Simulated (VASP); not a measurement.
Runs of VASP 6.6.1 on CdBr. It takes space group Fm-3m (No. 225, cubic). Conventional cell: a = 6.145 Å, b = 6.145 Å, c = 6.145 Å, α = 90.00°, β = 90.00°, γ = 90.00°. Around Cd (site symmetry m-3m) lie 6 Br at 3.07 Å. Br (site symmetry m-3m) has 6 Cd at 3.07 Å as nearest neighbours. The cell was built by a generator and needn't be a form met in nature.

```tsv
level	gap on the mesh (eV)	pressure (GPa)	relaxed volume (Å³/atom)
revPBE+D3(BJ)	none	0.0	28.29
revPBE+D4	none	0.0	(b)
revPBE+dDsC	none	0.0	27.53
revPBE	none	0.0	(a)
revPBE+D3	none	0.0	28.84
```

Alike in all rows: task relaxation of cell and atoms; potentials or basis VASP PAW PBE potentials, release 64 (Cd, Br); no spin polarisation; cell relaxed; k mesh 8 × 8 × 8; cutoff (eV) 600; smearing fermi-dirac 0.05 eV.

Task: Fill in the values left out.

Result: (a) 31.99; (b) 28.64.

Caveats: the PAW data sets were made with another functional, which shifts forces and pressure a little; an odd number of electrons without spin polarisation forces a metal; a magnetic or distorted state may lie lower; pairwise dispersion overbinds metals, which lowers pressure and volume (some runs).

A k mesh can miss the band edges, and the runs leave out spin-orbit coupling on Br, Cd.

A gap of «none» marks a metal or a gap under the smearing width.
